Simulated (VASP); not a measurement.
Write the native input for VASP 6.6.1 that does the following.

```
Task                   : band structure
Functional             : PBE
Potentials or basis    : VASP PAW PBE potentials, release 64 (Ta_pv, Ni, O)
Cutoff                 : 520 eV
k mesh                 : 7 × 7 × 7
Occupations            : fermi-dirac, width 0.05 eV
Spin                   : collinear spin, ferromagnetic start
Starting moments       : [0.0, 0.0, 0.0, 0.0, 1.0, 0.0, 0.0, 0.0, 0.0, 0.0, 0.0, 0.0, 0.0, 0.0, 0.0, 0.0] μB
Further INCAR settings : ALGO = Normal; EDIFF = 1e-06
```

The structure of Ta4NiO11 lies in POSCAR:

```
Ta4NiO11
1.0
    1.9549500000    -14.8297300000      0.0000000000
    1.9549500000     14.8297300000      0.0000000000
    0.0000000000      0.0000000000      3.8859000000
Ta Ni O
4 1 11
Direct
    0.2043700000      0.7956300000      0.0000000000
    0.9245100000      0.0754900000      0.0000000000
    0.0754900000      0.9245100000      0.0000000000
    0.7956300000      0.2043700000      0.0000000000
    0.5000000000      0.5000000000      0.0000000000
    0.1398700000      0.8601300000      0.0000000000
    0.7210700000      0.2789300000      0.0000000000
    0.4364500000      0.5635500000      0.0000000000
    0.5635500000      0.4364500000      0.0000000000
    0.0000000000      0.0000000000      0.0000000000
    0.8601300000      0.1398700000      0.0000000000
    0.2789300000      0.7210700000      0.0000000000
    0.9279000000      0.0721000000      0.5000000000
    0.0721000000      0.9279000000      0.5000000000
    0.7943600000      0.2056400000      0.5000000000
    0.2056400000      0.7943600000      0.5000000000
```

The cell was built by a generator and needn't be a form met in nature.

These files were run (other wordings do the same):

INCAR

```
SYSTEM = Ta4NiO11
PREC = Accurate
ENCUT = 520
EDIFF = 1E-6
ISMEAR = -1
SIGMA = 0.05
LREAL = .FALSE.
LASPH = .TRUE.
NELM = 150
ALGO = Normal
ISIF = 2
LWAVE = .FALSE.
LCHARG = .FALSE.
ISPIN = 2
MAGMOM = 0 0 0 0 1 0 0 0 0 0 0 0 0 0 0 0
LORBIT = 11
LMAXMIX = 4
GGA = PE
KPAR = 4
```

KPOINTS

```
Automatic mesh
0
G
  7 7 7
  0 0 0
```

KPOINTS_OPT

```
path GXSRAZGYX1A1TY,ZT
20
line-mode
reciprocal
 0.0000000000  0.0000000000  0.0000000000  G
 0.2543445503  0.2543445503  0.0000000000  X

 0.2543445503  0.2543445503  0.0000000000  X
 0.0000000000  0.5000000000  0.0000000000  S

 0.0000000000  0.5000000000  0.0000000000  S
 0.0000000000  0.5000000000  0.5000000000  R

 0.0000000000  0.5000000000  0.5000000000  R
 0.2543445503  0.2543445503  0.5000000000  A

 0.2543445503  0.2543445503  0.5000000000  A
 0.0000000000  0.0000000000  0.5000000000  Z

 0.0000000000  0.0000000000  0.5000000000  Z
 0.0000000000  0.0000000000  0.0000000000  G

 0.0000000000  0.0000000000  0.0000000000  G
-0.5000000000  0.5000000000  0.0000000000  Y

-0.5000000000  0.5000000000  0.0000000000  Y
-0.2543445503  0.7456554497  0.0000000000  X1

-0.2543445503  0.7456554497  0.0000000000  X1
-0.2543445503  0.7456554497  0.5000000000  A1

-0.2543445503  0.7456554497  0.5000000000  A1
-0.5000000000  0.5000000000  0.5000000000  T

-0.5000000000  0.5000000000  0.5000000000  T
-0.5000000000  0.5000000000  0.0000000000  Y

 0.0000000000  0.0000000000  0.5000000000  Z
-0.5000000000  0.5000000000  0.5000000000  T
```

Potentials or basis: VASP PAW PBE potentials, release 64 (Ta_pv, Ni, O).

Command:

```sh
$ cat potpaw_PBE.64/Ta_pv/POTCAR potpaw_PBE.64/Ni/POTCAR potpaw_PBE.64/O/POTCAR > POTCAR
$ mpirun -np 4 vasp_std > vasp.out
```

It gave:

```
Pressure                                              : 0.8 GPa
Largest force                                         : 0.080 eV/Å
Band gap along the path                               : none (metal or under the smearing width)
Net moment                                            : -0.85 μB per cell
Site moments                                          : Ta +0.00; Ni -0.71; O +0.00, -0.01, -0.09, -0.00 μB
Valence electrons inside the program's atomic spheres : Ta 8.74, 8.77; Ni 9.20; O 5.10, 5.11, 5.00, 5.08
```

Caveat: spin-orbit coupling is left out, which moves the levels of the heavy elements; a cell with one magnetic atom can't hold antiferromagnetic order, which such compounds often take; semilocal functionals often make such compounds metallic where correlation or magnetic order opens a gap, which also shifts bond lengths.

Wall time 66 min on 4 MPI ranks on Intel(R) Xeon(R) 6975P-C (Granite Rapids), on a shared host, peak memory 2.6 GiB a rank.
